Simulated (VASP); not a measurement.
Elastic constants (GPa) of a crystal from PBEsol GGA, VASP's PBE PAW potentials (set 64) in VASP:

|  | xx | yy | zz | yz | xz | xy |
|---|---|---|---|---|---|---|
| xx | 568.8 | 206.6 | 206.6 | 0.0 | 0.0 | 0.0 |
| yy | 206.6 | 568.8 | 206.6 | 0.0 | 0.0 | 0.0 |
| zz | 206.6 | 206.6 | 568.8 | 0.0 | 0.0 | 0.0 |
| yz | 0.0 | 0.0 | 0.0 | 168.2 | 0.0 | 0.0 |
| xz | 0.0 | 0.0 | 0.0 | 0.0 | 168.2 | 0.0 |
| xy | 0.0 | 0.0 | 0.0 | 0.0 | 0.0 | 168.2 |

Finite-difference elastic constants of metals are sensitive to mesh and smearing; shear constants can be off by tens of GPa.

Task: Work out the Voigt, Reuss and Hill moduli, Young's modulus and Poisson's ratio.

Result: All eigenvalues are positive (smallest 168.2 GPa), so the crystal is stable. K_V = (C11+C22+C33+2(C12+C13+C23))/9 = (1706.4 + 2×619.8)/9 = 327.3 GPa; G_V = (1706.4 − 619.8 + 3×504.6)/15 = 173.4 GPa. From the compliances, K_R = 327.3 GPa and G_R = 173.1 GPa. Hill: K = 327.3 GPa, G = 173.2 GPa, E = 9KG/(3K+G) = 441.8 GPa, ν = (3K−2G)/(2(3K+G)) = 0.275. K/G = 1.89, above Pugh's 1.75; universal anisotropy A^U = 0.01.

Task: With a density of 19.40 g/cm³, what are the mean sound speeds?

Result: v_l = √((K+4G/3)/ρ) = 5.36 km/s and v_t = √(G/ρ) = 2.99 km/s. The crystal is W (space group Im-3m), cubic.

The structure comes from a measured W entry (Im-3m) of the Crystallography Open Database, whose conditions weren't checked. It was relaxed first.
